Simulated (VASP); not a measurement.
Output of a VASP run:

**OSZICAR**
```
...
       N       E                     dE             d eps       ncg     rms          rms(c)
DAV:   1    -0.170655439032E+02   -0.29465E-01   -0.10275E+00  2920   0.107E+01    0.156E+00
DAV:   2    -0.170400316228E+02    0.25512E-01   -0.82542E-02  2888   0.278E+00    0.516E-01
DAV:   3    -0.170350131984E+02    0.50184E-02   -0.34040E-02  3600   0.140E+00    0.308E-01
DAV:   4    -0.170357714005E+02   -0.75820E-03   -0.20596E-03  3152   0.294E-01    0.122E-01
DAV:   5    -0.170363049554E+02   -0.53355E-03   -0.15871E-03  3672   0.236E-01    0.580E-02
DAV:   6    -0.170363184094E+02   -0.13454E-04   -0.70956E-05  3120   0.697E-02    0.129E-02
DAV:   7    -0.170363177740E+02    0.63537E-06   -0.27930E-06  2280   0.173E-02
   2 F= -.17036318E+02 E0= -.17035937E+02  d E =-.238583E-03
       N       E                     dE             d eps       ncg     rms          rms(c)
DAV:   1    -0.170425461144E+02   -0.62277E-02   -0.20525E-01  2880   0.477E+00    0.705E-01
DAV:   2    -0.170374259831E+02    0.51201E-02   -0.16188E-02  2800   0.124E+00    0.230E-01
DAV:   3    -0.170364159050E+02    0.10101E-02   -0.68222E-03  3576   0.622E-01    0.139E-01
DAV:   4    -0.170365876447E+02   -0.17174E-03   -0.40878E-04  3168   0.129E-01    0.551E-02
DAV:   5    -0.170367162435E+02   -0.12860E-03   -0.34298E-04  3648   0.109E-01    0.238E-02
DAV:   6    -0.170367221259E+02   -0.58824E-05   -0.14016E-05  3048   0.310E-02    0.629E-03
DAV:   7    -0.170367234567E+02   -0.13308E-05   -0.46887E-07  1600   0.835E-03    0.736E-04
DAV:   8    -0.170367238235E+02   -0.36686E-06   -0.11951E-07  1416   0.409E-03
   3 F= -.17036724E+02 E0= -.17036337E+02  d E =-.644633E-03
       N       E                     dE             d eps       ncg     rms          rms(c)
DAV:   1    -0.170367272795E+02   -0.38228E-05   -0.12409E-04  3000   0.117E-01    0.173E-02
DAV:   2    -0.170367247518E+02    0.25277E-05   -0.97153E-06  2808   0.302E-02    0.566E-03
DAV:   3    -0.170367243164E+02    0.43539E-06   -0.38700E-06  2264   0.153E-02
   4 F= -.17036724E+02 E0= -.17036337E+02  d E =-.645125E-03
       N       E                     dE             d eps       ncg     rms          rms(c)
DAV:   1    -0.170374910547E+02   -0.76630E-03   -0.40551E-02  2432   0.192E+00    0.159E-01
DAV:   2    -0.170369732474E+02    0.51781E-03   -0.13718E-03  2768   0.306E-01    0.711E-02
DAV:   3    -0.170368288571E+02    0.14439E-03   -0.59923E-04  3272   0.183E-01    0.219E-02
DAV:   4    -0.170368336650E+02   -0.48079E-05   -0.17199E-05  3184   0.338E-02    0.913E-03
DAV:   5    -0.170368361178E+02   -0.24527E-05   -0.36076E-06  2592   0.136E-02    0.258E-03
DAV:   6    -0.170368362953E+02   -0.17750E-06   -0.24321E-07  1424   0.511E-03
   5 F= -.17036836E+02 E0= -.17036494E+02  d E =-.111979E-03
       N       E                     dE             d eps       ncg     rms          rms(c)
DAV:   1    -0.170372060283E+02   -0.36991E-03   -0.21421E-02  2432   0.140E+00    0.115E-01
DAV:   2    -0.170369316373E+02    0.27439E-03   -0.72303E-04  2768   0.222E-01    0.514E-02
DAV:   3    -0.170368556130E+02    0.76024E-04   -0.31736E-04  3280   0.133E-01    0.162E-02
DAV:   4    -0.170368586681E+02   -0.30551E-05   -0.94021E-06  3112   0.249E-02    0.682E-03
DAV:   5    -0.170368603440E+02   -0.16759E-05   -0.19126E-06  1960   0.105E-02    0.174E-03
DAV:   6    -0.170368604541E+02   -0.11005E-06   -0.23636E-07  1376   0.452E-03
   6 F= -.17036860E+02 E0= -.17036554E+02  d E =-.136138E-03
```

### OUTCAR
```
------------------------ aborting loop because EDIFF is reached ----------------------------------------
  FORCE on cell =-STRESS in cart. coord.  units (eV):
  Direction    XX          YY          ZZ          XY          YZ          ZX
  --------------------------------------------------------------------------------------
  Total       -0.0030588     -0.0030588     -0.0039579      0.0000000     -0.0000000     -0.0000000
  in kB       -0.1047378     -0.1047378     -0.1355239      0.0000000     -0.0000000     -0.0000000
  external PRESSURE =      -0.1149998 kB  Pullay stress =       0.0000000 kB
  volume of cell :       46.79
      direct lattice vectors                 reciprocal lattice vectors
     1.614637004 -2.796633273 -0.000000000     0.309667126 -0.178786402  0.000000000
     1.614637004  2.796633273  0.000000000     0.309667126  0.178786402  0.000000000
    -0.000000000 -0.000000000  5.181119181    -0.000000000 -0.000000000  0.193008492
 POSITION                                       TOTAL-FORCE (eV/Angst)
 -----------------------------------------------------------------------------------
      1.61464      0.93221      1.29528         0.000000      0.000000     -0.000000
      1.61464     -0.93221      3.88584        -0.000000     -0.000000      0.000000
 -----------------------------------------------------------------------------------
    total drift:                                0.000000      0.001133     -0.000019
  FREE ENERGIE OF THE ION-ELECTRON SYSTEM (eV)
  ---------------------------------------------------
  free  energy   TOTEN  =       -17.0368604541 eV

  energy  without entropy=      -17.0359400011  energy(sigma->0) =      -17.03655364

 reached required accuracy - stopping structural energy minimisation
```
(Selected blocks of OUTCAR.)

**POSCAR**
```
Zr
1
    1.6150000000    -2.7972620000     0.0000000000
    1.6150000000     2.7972620000     0.0000000000
    0.0000000000     0.0000000000     5.1500000000
Zr
2
Direct
  0.3333330000   0.6666670000   0.2500000000
  0.6666670000   0.3333330000   0.7500000000
```

Question: Write an INCAR and KPOINTS that could have produced this output.

Answer: One answer among several that fit: the input of the run itself, PBE GGA, plane waves, VASP's PBE PAW potentials (set 64).

**INCAR**
```
ENCUT  =  520
ALGO  =  Normal
EDIFF  =  1E-6   # SCF stop (eV)
EDIFFG  =  -0.01   # ionic stop
LCHARG  =  .False.
LREAL  =  .False.   # projection in real space or not
ISIF  =  3
LWAVE  =  .False.
ISMEAR  =  1   # Methfessel-Paxton
GGA  =  PE   # PBE
IBRION  =  2   # conjugate gradients
SYSTEM  =  Zr
LMAXMIX  =  4   # l cut-off of mixed one-centre charges
PREC  =  Accurate
LASPH  =  .True.
NELM  =  100
SIGMA  =  0.1   # width (eV)
NSW  =  60   # most ionic steps
```

**KPOINTS**
```
Automatic mesh
0
Gamma
12 12 7
0 0 0
```

POTCAR, in this order: Zr_sv (PBE.64 set). Program: vasp_std.

The compound is Zr in the hcp structure. This run relaxes it. Symmetry was kept, so distortions that lower it aren't found.
